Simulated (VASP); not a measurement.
Given:

```yaml
crystal:
  lattice:
    - [2.93545, 0.00000, 0.00000]
    - [0.00000, 2.93545, 0.00000]
    - [0.00000, 0.00000, 2.93545]
  atoms:
    - { symbol: Cr, position: [0.00000, 0.00000, 0.00000], spin: 1.0 }
    - { symbol: Cr, position: [0.50000, 0.50000, 0.50000], spin: -1.0 }
```

Calculation: vdW-DF2, VASP's PBE PAW potentials (set 64) (plane waves; VASP). Run with 520 eV cut-off, 13×13×13 Γ-centred mesh, first-order Methfessel-Paxton smearing of 0.10 eV, potentials Cr_pv.

### Question
Give the stress tensor in GPa (positive for a compressed cell).

### Answer

```
-4.60   0.00   0.00
 0.00  -4.60   0.00
 0.00   0.00  -4.60
```
The pressure is its mean diagonal, -4.60 GPa.

The compound is Cr in the bcc, AFM order structure. This cell is one point of a volume scan, at 1.03 of the reference volume.
